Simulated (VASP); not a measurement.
A convergence study with VASP on PtTe2 (1T layered): one setting is varied, all else stays as given below, so the limit is that of these other settings.

```yaml
crystal:
  lattice:
    - [2.01500, -3.49008, 0.00000]
    - [2.01500, 3.49008, 0.00000]
    - [0.00000, 0.00000, 5.22000]
  atoms:
    - { symbol: Te, position: [0.33333, 0.66667, 0.25400] }
    - { symbol: Te, position: [0.66667, 0.33333, 0.74600] }
    - { symbol: Pt, position: [0.00000, 0.00000, 0.00000] }
```

Computed with PBE GGA, VASP's PBE PAW potentials (set 64) (plane waves; VASP 6.6.1). The tightest run used: 550 eV cut-off, 18×18×13 Γ-centred mesh, first-order Methfessel-Paxton smearing of 0.10 eV, potentials Te Pt.

| setting | E (eV/atom) | pressure (GPa) | irreducible k-points |
|---|---|---|---|
| 1×1×1 mesh | -0.4149 | 35.98 | 1 |
| 2×2×1 mesh | -4.6083 | 4.26 | 2 |
| 3×3×2 mesh | -4.4907 | 6.19 | 6 |
| 4×4×3 mesh | -4.5252 | 5.62 | 9 |
| 6×6×4 mesh | -4.5017 | 5.56 | 24 |
| 7×7×5 mesh | -4.4987 | 5.70 | 32 |
| 9×9×6 mesh | -4.5022 | 5.51 | 62 |

Task: These are the cheaper rows. Estimate the results at 18×18×13 mesh, and how far the last row shown lies from them.

Result: 
| quantity | tightest run | last row shown is off by |
|---|---|---|
| E (eV/atom) | -4.5013 | -0.0009 |
| pressure (GPa) | 5.59 | -0.08 |

Left out are rungs that failed or repeat a setting and relaxations that didn't move; long series are thinned to 24 rows.

The compound is PtTe2 in the 1T layered structure. The cell was not relaxed at this level.
